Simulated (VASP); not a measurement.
Consider the following.

```xyz
3
Lattice="0.0000 2.5813 2.5813 2.5813 0.0000 2.5813 2.5813 2.5813 0.0000" Properties=species:S:1:pos:R:3 pbc="T T T"
Cd     0.0000     0.0000     0.0000
F      1.2907     1.2907     1.2907
F      3.8720     3.8720     3.8720
```

Computed with PBEsol GGA, VASP's PBE PAW potentials (set 64) (plane waves; VASP 6.6.1). Settings: 620 eV cut-off, 7×7×7 Γ-centred mesh, Gaussian smearing of 0.050 eV, potentials Cd F.

Energy and stress use the plane-wave basis of the starting cell.

Question: The ions, cell shape and volume at an external pressure of 30.0 GPa are relaxed. What does this cell relax into?

Answer: 
```xyz
3
Lattice="0.0000 2.5429 2.5429 2.5429 0.0000 2.5429 2.5429 2.5429 0.0000" Properties=species:S:1:pos:R:3 pbc="T T T"
Cd     0.0000     0.0000     0.0000
F      1.2714     1.2714     1.2714
F      3.8143     3.8143     3.8143
```
Space group Fm-3m (225), at a tolerance of 0.03 Å.

Question: How do energy and volume change from the first to the last step?

Answer: The energy (σ→0) changes by +77.9 meV/atom and the volume by -4.4 %, in 3 ionic steps.

The compound is CdF2 in the fluorite structure. This run relaxes it under an external pressure of 30 GPa. Symmetry was kept, so distortions that lower it aren't found.
